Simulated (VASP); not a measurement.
All values below come from PBE GGA with D3 dispersion (Becke-Johnson damping), VASP's PBE PAW potentials (set 64) (plane waves; VASP).

VASP input:

**KPOINTS**
```
K-points
0
G
  5 5 5
0 0 0
```

### POSCAR
```
BaHfO3
1
    4.0940542604     0.0000000000     0.0000000000
    0.0000000000     4.0940542604     0.0000000000
    0.0000000000     0.0000000000     4.0940542604
Ba Hf O
1 1 3
Direct
  0.0000000000   0.0000000000   0.0000000000
  0.5000000000   0.5000000000   0.5000000000
  0.5000000000   0.0000000000   0.5000000000
  0.0000000000   0.5000000000   0.5000000000
  0.5000000000   0.5000000000   0.0000000000
```

### INCAR
```
# general
SYSTEM   =  BaHfO3
PREC     =  Accurate
ENCUT    =  520
LREAL    =  F
LASPH    =  T   # aspherical one-centre terms

# electronic loop
EDIFF    =  1E-7   # SCF stop (eV)
NELM     =  100   # most electronic steps
ALGO     =  Normal
LMAXMIX  =  6

# smearing
ISMEAR   =  0   # Gaussian
SIGMA    =  0.05   # width (eV)

# functional
GGA      =  PE   # PBE
IVDW     =  12

# ions
ISIF     =  2

# output
LWAVE    =  F
LCHARG   =  F
```

POTCAR, in this order: Ba_sv Hf_pv O (PBE.64 set). Program: vasp_std.

The run wrote:

### OSZICAR
```
       N       E                     dE             d eps       ncg     rms          rms(c)
DAV:   1     0.237426101071E+03    0.23743E+03   -0.21587E+04   460   0.161E+03
DAV:   2    -0.386489588214E+02   -0.27608E+03   -0.26881E+03   641   0.352E+02
DAV:   3    -0.500418009956E+02   -0.11393E+02   -0.11380E+02   606   0.727E+01
DAV:   4    -0.502324682469E+02   -0.19067E+00   -0.19062E+00   644   0.852E+00
DAV:   5    -0.502377390941E+02   -0.52708E-02   -0.52705E-02   630   0.888E-01    0.678E+01
DAV:   6    -0.434008684284E+02    0.68369E+01   -0.40400E+01   516   0.391E+01    0.579E+01
DAV:   7    -0.433331786599E+02    0.67690E-01   -0.21649E+00   618   0.101E+01    0.339E+01
DAV:   8    -0.433270978204E+02    0.60808E-02   -0.19862E-01   582   0.400E+00    0.472E+00
DAV:   9    -0.433164771358E+02    0.10621E-01   -0.74242E-02   565   0.171E+00    0.166E+00
DAV:  10    -0.433161612330E+02    0.31590E-03   -0.90251E-03   558   0.651E-01    0.443E-01
DAV:  11    -0.433160723436E+02    0.88889E-04   -0.64853E-04   586   0.182E-01    0.111E-01
DAV:  12    -0.433161023699E+02   -0.30026E-04   -0.67441E-05   642   0.581E-02    0.154E-01
DAV:  13    -0.433161061628E+02   -0.37930E-05   -0.67411E-06   580   0.195E-02    0.667E-03
DAV:  14    -0.433161060284E+02    0.13446E-06   -0.67518E-07   593   0.557E-03    0.935E-03
DAV:  15    -0.433161057410E+02    0.28741E-06   -0.34701E-07   508   0.418E-03    0.234E-03
DAV:  16    -0.433161057613E+02   -0.20358E-07   -0.23257E-08   426   0.114E-03
   1 F= -.44554476E+02 E0= -.44554476E+02  d E =-.491163E-14
```

**OUTCAR**
```
------------------------ aborting loop because EDIFF is reached ----------------------------------------
 Edisp (eV)   -1.23837
  FORCE on cell =-STRESS in cart. coord.  units (eV):
  Direction    XX          YY          ZZ          XY          YZ          ZX
  --------------------------------------------------------------------------------------
  Total       4.98239     4.98239     4.98239    -0.00000     0.00000     0.00000
  in kB     116.32883   116.32883   116.32883    -0.00000     0.00000     0.00000
  external pressure =      116.33 kB  Pullay stress =        0.00 kB
  volume of cell :       68.62
      direct lattice vectors                 reciprocal lattice vectors
     4.094054260  0.000000000  0.000000000     0.244256655  0.000000000  0.000000000
     0.000000000  4.094054260  0.000000000     0.000000000  0.244256655  0.000000000
     0.000000000  0.000000000  4.094054260     0.000000000  0.000000000  0.244256655
 POSITION                                       TOTAL-FORCE (eV/Angst)
 -----------------------------------------------------------------------------------
      0.00000      0.00000      0.00000         0.000000      0.000000      0.000000
      2.04703      2.04703      2.04703         0.000000      0.000000      0.000000
      2.04703      0.00000      2.04703         0.000000      0.000000      0.000000
      0.00000      2.04703      2.04703         0.000000      0.000000      0.000000
      2.04703      2.04703      0.00000         0.000000      0.000000      0.000000
 -----------------------------------------------------------------------------------
    total drift:                                0.000000      0.000000     -0.000000
  FREE ENERGIE OF THE ION-ELECTRON SYSTEM (eV)
  ---------------------------------------------------
  free  energy   TOTEN  =       -44.5544763032 eV

  energy  without entropy=      -44.5544763032  energy(sigma->0) =      -44.55447630
```
(Selected blocks of OUTCAR.)

### OUTCAR
```
 val. band max:        2.6889454784   @ k =   0.4000   0.4000   0.4000

 cond. band min:       6.4881088531   @ k =   0.0000   0.0000   0.0000


 Fermi energy:         2.9469694403

 k-point     1 :       0.0000    0.0000    0.0000
  band No.  band energies     occupation
      1     -25.6721      2.00000
      2     -25.6721      2.00000
      3     -25.6721      2.00000
      4     -22.2906      2.00000
      5     -14.0119      2.00000
      6     -13.4895      2.00000
      7     -13.4895      2.00000
      8      -7.4480      2.00000
      9      -7.4480      2.00000
     10      -7.4480      2.00000
     11       1.2276      2.00000
     12       1.2276      2.00000
     13       1.2276      2.00000
     14       1.7395      2.00000
     15       1.7395      2.00000
     16       1.7395      2.00000
     17       2.6570      2.00000
     18       2.6570      2.00000
     19       2.6570      2.00000
     20       6.4881      0.00000
     21       6.4881      0.00000
     22       6.4881      0.00000
     23       7.5628      0.00000

 k-point     2 :       0.2000    0.0000    0.0000
  band No.  band energies     occupation
      1     -25.7363      2.00000
      2     -25.6701      2.00000
      3     -25.6701      2.00000
      4     -22.2539      2.00000
      5     -14.0243      2.00000
      6     -13.4791      2.00000
      7     -13.2484      2.00000
      8      -7.4152      2.00000
      9      -7.4152      2.00000
     10      -7.3480      2.00000
     11       0.4814      2.00000
     12       1.0734      2.00000
     13       1.0734      2.00000
     14       1.3941      2.00000
     15       1.3941      2.00000
     16       1.4348      2.00000
     17       1.7601      2.00000
     18       2.5180      2.00000
     19       2.5180      2.00000
     20       6.6705      0.00000
     21       7.4508      0.00000
     22       7.4508      0.00000
     23       8.2238      0.00000

 k-point     3 :       0.4000    0.0000    0.0000
...
```

Unless said otherwise, spin-orbit coupling is left out, though it shifts the bands of the heavy elements here.

The compound is BaHfO3 in the cubic perovskite structure. This cell is one point of a volume scan, at 0.94 of the reference volume.
